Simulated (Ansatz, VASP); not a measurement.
**Cross-check of CuTe between VASP and Ansatz**

Wanted: the spread between two codes on one cell, functional and k mesh. The structure shown is the end of the Ansatz relaxation below.

Program: Ansatz 0.2.0. Level of theory: plane waves, with VASP 6.6.1 beside it; single point at PBEsol with D3(BJ). Results are calculated unless marked as measured.

### Step 1. The structure

The cell holds 4 atoms: 2 Te and 2 Cu. Cell: a = 3.088 Å, b = 3.883 Å, c = 18.877 Å, α = 90.0°, β = 90.0°, γ = 90.0°. It derives from CuTe. As first built, before any earlier steps moved the atoms (in the runner's words): kind sheets cut from a layered crystal; sheets 1. Vacuum lies along c.

### Step 2. Ansatz: relaxation, PBEsol with D3(BJ)

Ansatz runs on its default PAW (the set named soft_2) files.

This run makes the geometry at which the two programs are then compared.

File input.yaml:

```yaml
crystal:
  lattice:
    - [3.155, 0.0, 0.0]
    - [0.0, 4.092, 0.0]
    - [0.0, 0.0, 18.8772744]
  atoms:
    - { symbol: Te, position: [0.5, 0.5, 0.602696881] }
    - { symbol: Cu, position: [0.5, 0.0, 0.517429359] }
    - { symbol: Cu, position: [0.0, 0.5, 0.482570641] }
    - { symbol: Te, position: [0.0, 0.0, 0.397303119] }
kpoints:
  mp_grid: { grid: [8, 6, 1] }
scf:
  occupations: { method: fermi_dirac, width: 0.02 }
  n_extra_bands: 8
hamiltonian:
  xc: pbesol
  pseudopotentials: { kind: paw }
  dispersion: d3bj
output:
  forces: true
  write_potential: true
  volumetric_format: []
relax:
  f_tol: 0.03
  max_steps: 45
  cell: { fix: [c, alpha, beta] }
```

Launch:

```console
> ansatz run input.yaml --threads 4 --pin off --max-ram 12288MiB --backend cpu --events-out ev --progress --plain --runs-dir out
```

Numbers of over 12 decimals in the logs are rounded to 6 here.

Output:

```text
scf.n_extra_bands = 8 over 35 filled bands (N_el = 70.0): the run solves 43 bands
Engine: ansatz 0.2.0, x86_64-unknown-linux-gnu
Pseudopotentials: kind: paw
Pseudopotential: Te, paw, valence charge 16, recommended cutoff 420 eV (normal), Te.paw.azcp
Pseudopotential: Cu, paw, valence charge 19, recommended cutoff 420 eV (normal), Cu.paw.azcp
Functional definition: PBEsol
  exchange = pbesol_x
  correlation = pbesol_c
Crystal: 4 atoms, lattice volume = 243.711 Å³
Basis set: ecut = 420 eV, 4777 PW (Γ), exchange–correlation on 48×60×256 points (8 copies of the dense FFT grid, shifted against one another)
Bands: 43, of which v1, the nominal top of the filled ones, is band 35 counted from 1 (34 counted from 0)
Symmetry: 8 space group operations
Space group: Pmmn (ITA 59), of the structure as read, at distance tolerance 6.2e-5 Å
k-points: 20 of 48
Non-local potential: Te, projectors of the file, l = 0: 2, l = 1: 2, l = 2: 2, l = 3: 2
Non-local potential: Cu, projectors of the file, l = 0: 3, l = 1: 2, l = 2: 3, l = 3: 1
PAW form: soft (Blöchl's): semilocal exchange-correlation on the pseudo side does not see the compensation charge
PAW frozen core: Te, regenerated for the run's functional, and the local potential with it (the file was generated under x = pbe(κ = 0.804, μ = 0.219515), c = pbe(β = 0.066725))
PAW frozen core: Cu, regenerated for the run's functional, and the local potential with it (the file was generated under x = pbe(κ = 0.804, μ = 0.219515), c = pbe(β = 0.066725))
PAW one-centre angular grid: Te, 590 points (default); XC on 64 Gauss nodes
PAW one-centre angular grid: Cu, 590 points (default); XC on 64 Gauss nodes
Initial density: superposition of atomic densities (neutral atoms: chi_scale 0, normalization atom), corrected by the library's trained network
Initial wavefunctions: pseudopotential atomic-orbital guess
Functional: x = pbesol(κ = 0.804, μ = 0.123457), c = pbesol(β = 0.046)
SCF iter   1: F=—  HF=-26981.866584 eV  |F-HF|=—  |Δ(HF+E_count)|=         —  Δρ=6.53e-3  dr2=1.04e-1  ethr=1.77e-3  ⟨swp⟩=9.9  Hψ=4122  notcnv=0  defer=3
preconditioner: auto → LDOS  [insulator: Δε(μ)=0.093 eV  Ē_g=8.181 eV  σ=0.020 eV  W_gap=0.71  n_scr=40 (ndim 8)  ℏωp=13.9 eV  f_vac=0.623  D(μ)=1.78/eV (n_scr^D=6)  ε∞_Penn≈3.9  β→1.0]
SCF iter   2: F=—  HF=-26981.864856 eV  |F-HF|=—  |Δ(HF+E_count)|=   1.73e-3  Δρ=6.02e-3  dr2=5.63e-2  ethr=1.49e-4  ⟨swp⟩=3.4  Hψ=1856  notcnv=0  defer=70
SCF iter   3: F=—  HF=-26981.851021 eV  |F-HF|=—  |Δ(HF+E_count)|=   1.38e-2  Δρ=1.12e-3  dr2=2.87e-3  ethr=8.05e-5  ⟨swp⟩=2.6  Hψ=1441  notcnv=0  defer=70
SCF iter   4: F=—  HF=-26981.851148 eV  |F-HF|=—  |Δ(HF+E_count)|=   1.27e-4  Δρ=4.45e-4  dr2=1.37e-3  ethr=4.10e-6  ⟨swp⟩=2.5  Hψ=1432  notcnv=0  defer=70
SCF iter   5: F=—  HF=-26981.851141 eV  |F-HF|=—  |Δ(HF+E_count)|=   6.19e-6  Δρ=3.13e-4  dr2=3.50e-4  ethr=1.96e-6  ⟨swp⟩=2.8  Hψ=1327  notcnv=0  defer=70
SCF iter   6: F=—  HF=-26981.851157 eV  |F-HF|=—  |Δ(HF+E_count)|=   1.62e-5  Δρ=7.33e-5  dr2=3.70e-5  ethr=5.00e-7  ⟨swp⟩=2.0  Hψ=940  notcnv=0  defer=70
SCF iter   7: F=—  HF=-26981.851167 eV  |F-HF|=—  |Δ(HF+E_count)|=   9.04e-6  Δρ=1.64e-5  dr2=1.54e-6  ethr=5.28e-8  ⟨swp⟩=2.1  Hψ=1119  notcnv=0  defer=70
SCF iter   8: F=-26981.851167 eV  HF=-26981.851167 eV  |F-HF|=6.29e-8  |Δ(HF+E_count)|=   7.11e-7  Δρ=6.44e-6  dr2=7.00e-8  ethr=1.43e-10  ⟨swp⟩=8.9  Hψ=6252  notcnv=0
SCF 1 converged in 8 iterations: F = -26981.851167 eV  dr2 = 7.00e-8
  greatest PAW one-centre occupation: 1.000 electrons in one spin orbital (limit 2), on the Cu atom at site 2 (counted from 0), in its partial waves of l = 0
relax step   1: F+E_penalty+E_count = -26981.85116730 eV  Δ(F+E_penalty+E_count) = +0.000e0 eV  max|allowed force component| = 4.042e-1 eV/Å  Δτ_max = 0.0000 Å  P = -1.732 GPa  Ω = 243.711 Å³  fix = [c, alpha, beta]  reactions: c -1.102 GPa  (8 SCF iters, dr2 threshold 1.00e-7 eV, accepted)
[...]
relax step   4: F+E_penalty+E_count = -26981.98022271 eV  Δ(F+E_penalty+E_count) = -2.763e-3 eV  max|allowed force component| = 3.063e-2 eV/Å  Δτ_max = 0.0155 Å  P = +0.021 GPa  Ω = 226.142 Å³  energy of the carried Pulay correction = +2.126e-3 eV  fix = [c, alpha, beta]  reactions: c -0.011 GPa  (6 SCF iters, dr2 threshold 3.76e-7 eV, accepted)
[...]
relax step   5: F+E_penalty+E_count = -26981.98040801 eV  Δ(F+E_penalty+E_count) = -1.853e-4 eV  max|allowed force component| = 7.508e-3 eV/Å  Δτ_max = 0.0045 Å  P = -0.002 GPa  Ω = 226.379 Å³  energy of the carried Pulay correction = +2.097e-3 eV  fix = [c, alpha, beta]  reactions: c -0.025 GPa  (6 SCF iters, dr2 threshold 5.87e-8 eV, accepted)
[...]
relax step   6: F+E_penalty+E_count = -26981.97806684 eV  Δ(F+E_penalty+E_count) = +2.341e-3 eV  max|allowed force component| = 7.164e-3 eV/Å  Δτ_max = 0.0000 Å  P = +0.002 GPa  Ω = 226.379 Å³  fix = [c, alpha, beta]  reactions: c -0.021 GPa  stress off target by 1.64e-2 GPa on what of the cell is left free  SCF on the basis re-selected at this cell (its energy is not comparable with the rows above)  (8 SCF iters)
basis re-selected at this cell: Δ(F+E_penalty+E_count) = +2.341e-3 eV, ΔP = +0.003 GPa vs the last step (what re-selecting the basis moved, of the pressure what is left beyond the Pulay correction that the steps carried, after the strain that the cell walked since its last selection, with what the two solves' SCF thresholds leave and, on support functions, any second-order correction that the steps lacked; it is no measure of the basis error at this ecutwfc). The dense FFT grid was sized anew with the basis: this SCF ran on 24×27×128 points, the steps before it on 24×30×128, so part of this shift can come from that change (see relax.cell in the input reference). [rest of the remark cut]
SCF converged after 8 iterations
Free energy (F): -26981.978067 eV
Harris-Foulkes:  -26981.978067 eV  (|F-HF|=7.28e-12)
Internal energy: -26981.975974 eV  (E = F + TS)
E sigma→0 (E₀):  -26981.977020 eV
Entropy (-TS):   -0.002093 eV (-0.523 meV/atom)
Fermi energy:    1.745177 eV
--- Per-component energies (eV) ---
  E_band       = -2049.545192
  E_kinetic    = 965.052424
  E_local      = -75869.501914  (includes V_loc(G=0)·N_el)
  E_nonlocal   = 176.597941
  E_hartree    = 37395.624627
  E_xc         = -425.137088
  E_vxc        = -439.521475  (∫ρ·V_xc dr)
  E_paw        = -12429.820137  (= ΣΔE_a)
  E_vpaw       = -1673.420632  (= ΣTr[D̂ρ^β])
  E_aug_tail   = 0.000135  (compensation charges beyond the density's cutoff)
  E_ewald      = 23205.304459
  E_disp       = -1.258455  (pairwise vdW)
  E_core_change = 1.162035  (= ΣΔE_core)
  E_smearing   = -0.002093  (= −TS)
  E_closure    = 0.000000  (closes the sum)
  Σ components = -26981.978067   (vs F -26981.978067, Δ=0.00e0)
--- Forces (eV/Å), atoms counted from 1 ---
  atom   1  Te     0.00000000    -0.00000000    -0.00196117
  atom   2  Cu     0.00000000    -0.00000000    -0.00716406
  atom   3  Cu    -0.00000000     0.00000000     0.00716406
  atom   4  Te    -0.00000000     0.00000000     0.00196117
  max |Σ_I F_I| component: 1.30e-18 eV/Å
--- Stress (GPa, compression-positive) ---
        0.016424       0.000000      -0.000000
        0.000000       0.009508       0.000000
       -0.000000       0.000000      -0.021409
  P = ⅓ Tr σ = 0.0015 GPa (0.015 kbar)
--- Band table (eV; the first three rows and the last of 20) ---
  k-point 0: bands = [... 31 lower, -0.2614, -0.0438, 1.8567, 3.7146, 3.9495, 4.7260, 5.0462, 5.6971, ... 4 higher]
  k-point 1: bands = [... 31 lower, -0.1776, -0.1643, 0.7704, 4.1826, 4.3144, 4.7437, 5.1006, 6.1088, ... 4 higher]
  k-point 2: bands = [... 31 lower, -0.4538, -0.4135, -0.0606, 3.7200, 4.6636, 4.6860, 5.1847, 6.3199, ... 4 higher]
  k-point 19: bands = [... 31 lower, -0.5189, -0.1380, -0.1380, 0.1614, 0.1614, 4.5777, 4.5777, 4.9335, ... 4 higher]
--- Relaxed structure (5 steps of the walk, 5 accepted, 1 SCFs on fresh bases) ---
  F+E_penalty+E_count = -26981.97806684 eV   max|allowed force component| = 7.164e-3 eV/Å   (the final SCF, on the basis selected at the relaxed cell)
  cell:  # Å, volume = 226.3793 Å³
    - [3.088254, 0.0, 0.0]
    - [0.0, 3.883153, 0.0]
    - [0.0, 0.0, 18.8772744]
  atoms:
    - { symbol: Te, position: [0.5, 0.500000, 0.603683] }
    - { symbol: Cu, position: [0.5, 0.0, 0.515060] }
    - { symbol: Cu, position: [0.0, 0.500000, 0.484940] }
    - { symbol: Te, position: [0.0, 0.0, 0.396317] }
```

The column dr2 measures how far the density is from self-consistency, as an energy; F and HF (Harris–Foulkes) agree once it is small.

### Step 3. VASP: single point, PBEsol with D3(BJ)

The same cell, functional, mesh and smearing now go to VASP, with its own data sets.

Lines of VASP's logs that name or quote its potential files are left out, and so is its time.

File INCAR:

```
SYSTEM = CuTe
PREC = Accurate
ENCUT = 600
EDIFF = 1E-06
NELM = 120
ISMEAR = -1
SIGMA = 0.02
LREAL = .FALSE.
ALGO = Normal
GGA = PS
IVDW = 12
NBANDS = 23
LASPH = .TRUE.
LORBIT = 11
LWAVE = .FALSE.
LCHARG = .FALSE.
ISIF = 2
GGA_COMPAT = .FALSE.
```

File POSCAR:

```
CuTe
1.0
    3.0882538983      0.0000000000      0.0000000000
    0.0000000000      3.8831530192      0.0000000000
    0.0000000000      0.0000000000     18.8772744000
Te Cu
2 2
Direct
    0.5000000000      0.5000000000      0.6036831333
    0.0000000000      0.0000000000      0.3963168667
    0.5000000000      0.0000000000      0.5150602453
    0.0000000000      0.5000000000      0.4849397547
```

File KPOINTS:

```
Automatic mesh
0
Gamma
8 6 1
0 0 0
```

The projector-augmented-wave data sets are Te and Cu (PBE family, release 64).

Launch:

```console
> mpirun -np 1 vasp_std
```

Output:

```text
[banner, memory and clock lines left out]
running    1 mpi-ranks, on    1 nodes
 distrk:  each k-point on    1 cores,    1 groups
 distr:  one band on    1 cores,    1 groups

 POSCAR found type information on POSCAR TeCu
 POSCAR found :  2 types and       4 ions
|                                                                             |
|               ----> ADVICE to this user running VASP <----                  |
|                                                                             |
|     You enforced a specific xc type in the INCAR file but a different       |
|     [... a line on the potential file left out ...]
|     I HOPE YOU KNOW WHAT YOU ARE DOING!                                     |
|                                                                             |

 LDA part: xc-table for (Slater+PW92), standard interpolation
 POSCAR, INCAR and KPOINTS ok, starting setup
 FFT: planning ... GRIDC
 FFT: planning ... GRID_SOFT
 FFT: planning ... GRID
 WAVECAR not read
 entering main loop
       N       E                     dE             d eps       ncg     rms          rms(c)
DAV:   1     0.267534938543E+03    0.26753E+03   -0.13611E+04   920   0.143E+03
DAV:   2     0.892209446606E+01   -0.25861E+03   -0.24267E+03   969   0.306E+02
DAV:   3    -0.163519603719E+02   -0.25274E+02   -0.24464E+02  1259   0.122E+02
DAV:   4    -0.177212062423E+02   -0.13692E+01   -0.13601E+01  1281   0.284E+01
DAV:   5    -0.177676420226E+02   -0.46436E-01   -0.46424E-01  1401   0.487E+00    0.166E+01
DAV:   6    -0.180823935463E+02   -0.31475E+00   -0.33976E+01  1129   0.157E+02    0.122E+01
DAV:   7    -0.158209031440E+02    0.22615E+01   -0.97422E+00  1201   0.945E+01    0.356E+00
DAV:   8    -0.159061531668E+02   -0.85250E-01   -0.12246E+00  1478   0.163E+01    0.250E+00
DAV:   9    -0.158484635602E+02    0.57690E-01   -0.40270E-01  1233   0.181E+01    0.113E+00
DAV:  10    -0.158500072905E+02   -0.15437E-02   -0.53555E-02  1205   0.695E+00    0.730E-01
DAV:  11    -0.158465808602E+02    0.34264E-02   -0.78573E-03  1404   0.249E+00    0.235E-01
DAV:  12    -0.158464590190E+02    0.12184E-03   -0.30462E-03  1471   0.772E-01    0.489E-02
DAV:  13    -0.158464781959E+02   -0.19177E-04   -0.26998E-04  1456   0.343E-01    0.125E-01
DAV:  14    -0.158464941727E+02   -0.15977E-04   -0.39117E-05  1415   0.109E-01    0.798E-02
DAV:  15    -0.158464758321E+02    0.18341E-04   -0.61517E-05  1372   0.206E-01    0.864E-02
DAV:  16    -0.158464705004E+02    0.53317E-05   -0.82188E-05  1436   0.220E-01    0.382E-02
DAV:  17    -0.158465645726E+02   -0.94072E-04   -0.35801E-05  1296   0.110E-01    0.947E-02
DAV:  18    -0.158465799158E+02   -0.15343E-04   -0.21512E-05  1290   0.103E-01    0.273E-02
DAV:  19    -0.158465969615E+02   -0.17046E-04   -0.38266E-06  1047   0.395E-02    0.472E-03
DAV:  20    -0.158466235142E+02   -0.26553E-04   -0.46692E-06  1085   0.336E-02    0.128E-02
DAV:  21    -0.158466428554E+02   -0.19341E-04   -0.11939E-06   767   0.147E-02    0.274E-03
DAV:  22    -0.158466528467E+02   -0.99914E-05   -0.66453E-07   782   0.897E-03    0.538E-03
DAV:  23    -0.158466553603E+02   -0.25136E-05   -0.27997E-07   733   0.434E-03    0.108E-03
DAV:  24    -0.158466561777E+02   -0.81741E-06   -0.93329E-08   684   0.357E-03
   1 F= -.17104925E+02 E0= -.17103876E+02  d E =-.209884E-02
```

OUTCAR, selected parts (step 3):

```text
ion  position               nearest neighbor table
   1  0.500  0.500  0.604-   3 2.56   3 2.56   4 2.72   4 2.72
   2  0.000  0.000  0.396-   4 2.56   4 2.56   3 2.72   3 2.72
   3  0.500  0.000  0.515-   4 2.55   4 2.55   4 2.55   4 2.55   1 2.56   1 2.56   2 2.72   2 2.72

  LATTYP: Found a simple orthorhombic cell.
 ALAT       =     3.0882538983
 B/A-ratio  =     1.2573943552
 C/A-ratio  =     6.1126044107

 Subroutine GETGRP returns: Found  8 space group operations
 (whereof  4 operations were pure point group operations)

The static configuration has the point symmetry C_2v.
 The point group associated with its full space group is D_2h.

 Found     20 irreducible k-points:

   k-points           NKPTS =     20   k-points in BZ     NKDIM =     20   number of bands    NBANDS=     23

   dimension x,y,z NGX =    28 NGY =   32 NGZ =  160
   dimension x,y,z NGXF=    56 NGYF=   64 NGZF=  320

   ENCUT  =  600.0 eV  44.10 Ry    6.64 a.u.   6.17  7.76 37.70*2*pi/ulx,y,z

   NELECT =      34.0000    total number of electrons

 k-points in reciprocal lattice and weights: Automatic mesh
   0.00000000  0.00000000  0.00000000       0.021
   0.12500000  0.00000000  0.00000000       0.042
   0.25000000  0.00000000  0.00000000       0.042
   0.37500000  0.00000000  0.00000000       0.042
   0.50000000  0.00000000  0.00000000       0.021
   0.00000000  0.16666667  0.00000000       0.042
   0.12500000  0.16666667  0.00000000       0.083
   0.25000000  0.16666667  0.00000000       0.083
   0.37500000  0.16666667  0.00000000       0.083
[...]
0.37500000  0.50000000  0.00000000       0.042
   0.50000000  0.50000000  0.00000000       0.021

 average (electrostatic) potential at core
       1 -94.6090       2 -94.6090       3 -71.2367       4 -71.2367

 E-fermi :  -0.0682

 k-point     1 :       0.0000    0.0000    0.0000
  band No.  band energies     occupation
    ...
     11      -2.7070      2.00000
     12      -2.4358      2.00000
     13      -2.1136      2.00000
     14      -2.0686      2.00000
     15      -1.8876      2.00000
     16       0.0435      0.00748
     17       1.9146      0.00000
     18       2.1585      0.00000
     19       2.9171      0.00000
     20       3.2551      0.00000
    ...

 k-point     2 :       0.1250    0.0000    0.0000
  band No.  band energies     occupation
    ...
     11      -2.7508      2.00000
     12      -2.5160      2.00000
     13      -2.3909      2.00000
     14      -1.9168      2.00000
     15      -1.3617      2.00000
     16       0.1710      0.00001
     17       0.4503      0.00000
     18       1.3127      0.00000
     19       2.1174      0.00000
     20       3.1059      0.00000
    ...

 k-point     3 :       0.2500    0.0000    0.0000
  band No.  band energies     occupation
    ...
     13      -2.3160      2.00000
     14      -1.7595      2.00000
     15      -1.3538      2.00000
     16      -1.0796      2.00000
     17      -0.6296      2.00000
     18       0.5129      0.00000
     19       2.6073      0.00000
     20       3.6316      0.00000
     21       4.1362      0.00000
     22       4.9157      0.00000
    ...

 Edisp (eV)   -1.25827

  Total       0.11907     0.17214     0.12649     0.00000     0.00000     0.00000
  in kB       0.84271     1.21830     0.89519     0.00000     0.00000     0.00000
  external pressure =        0.99 kB  Pullay stress =        0.00 kB

  energy-cutoff  :      600.00
  volume of cell :      226.38
      direct lattice vectors                 reciprocal lattice vectors
     3.088253898  0.000000000  0.000000000     0.323807573  0.000000000  0.000000000
     0.000000000  3.883153019  0.000000000     0.000000000  0.257522687  0.000000000
     0.000000000  0.000000000 18.877274400     0.000000000  0.000000000  0.052973749

 POSITION                                       TOTAL-FORCE (eV/Angst)
 -----------------------------------------------------------------------------------
      1.54413      1.94158     11.39589         0.000000      0.000000      0.041335
      0.00000      0.00000      7.48138         0.000000      0.000000     -0.041335
      1.54413      0.00000      9.72293         0.000000      0.000000     -0.005337
      0.00000      1.94158      9.15434         0.000000      0.000000      0.005337
 -----------------------------------------------------------------------------------
    total drift:                                0.000000     -0.000000      0.000000

  FREE ENERGIE OF THE ION-ELECTRON SYSTEM (eV)
  ---------------------------------------------------
  free  energy   TOTEN  =       -17.1049253564 eV

  energy  without entropy=      -17.1028265148  energy(sigma->0) =      -17.10387594

 total charge
# of ion       s       p       d       tot
------------------------------------------
    1        1.401   1.899   0.060   3.361
    2        1.401   1.899   0.060   3.361
    3        0.413   0.400   9.224  10.037
    4        0.413   0.400   9.224  10.037
--------------------------------------------------
tot          3.628   4.599  18.568  26.795

[... 3 further parts left out ...]
```

This run has no spin polarisation, so a moment on Cu, if there is one, isn't seen.

### Step 4. Differences

Known differences besides the potentials themselves: the data sets hold 70 valence electrons in Ansatz (on its default PAW (the set named soft_2) files) and 34 in VASP; the cutoff is 420 eV in Ansatz and 600 eV in VASP; Ansatz makes its cores anew for this functional, VASP keeps those of its PBE data sets; Ansatz's pressure holds a Pulay correction, VASP's none. Total energies have different zeros and are not compared.

Both answers:

```
      quantity  Ansatz  VASP  difference
pressure (GPa)    0.00  0.10       -0.10
```

At this near-relaxed geometry the largest component of a force difference is 43 meV/Å. With vacuum in the cell, a pressure given here is an average over mostly empty space and none of the material.

### Step 5. Other set-ups

Further runs change the set-up of one program: Ansatz's method, potentials or start, or VASP's data sets, cutoff or form of LDA. The table gives Ansatz less VASP for each quantity, since a change that brings one quantity closer may part another.

```
                                    run  r.m.s. force difference (meV/Å)  pressure (GPa)
                               as above                               18          -0.097
VASP with the data sets Te_sv_GW and Cu                               13            0.16
```

### Step 6. What came out

| Property | Result |
| --- | --- |
| r.m.s. force difference (single point, PBEsol with D3(BJ)) | 18 meV/Å |

**Reading.** The r.m.s. force difference is 18 meV/Å (single point, PBEsol with D3(BJ)), beyond the 12 meV/Å picked in this series as the mark of a large difference. The data sets hold unlike numbers of valence electrons (70 in Ansatz and 34 in VASP), so part of the differences comes from the potentials. Single point, PBEsol with D3(BJ), VASP with the data sets Te_sv_GW and Cu: r.m.s. force difference goes from 18 to 13 meV/Å; the difference in pressure goes from -0.097 to 0.16 GPa. How closely two codes agree says nothing of how well the functional describes the real material.

[Lines on the potential files, build, host, timing and source positions are cut from VASP's logs without a mark.]

[Logs are printed without paths, hosts, clocks, repeated set-up lines and the standing remarks that a program may print on its own settings, such as how far it seeks lower states.]

[Hosts, paths, dates, database ids (printed as entryN), source tags and the programs' standing remarks are cut or masked in the printed files.]
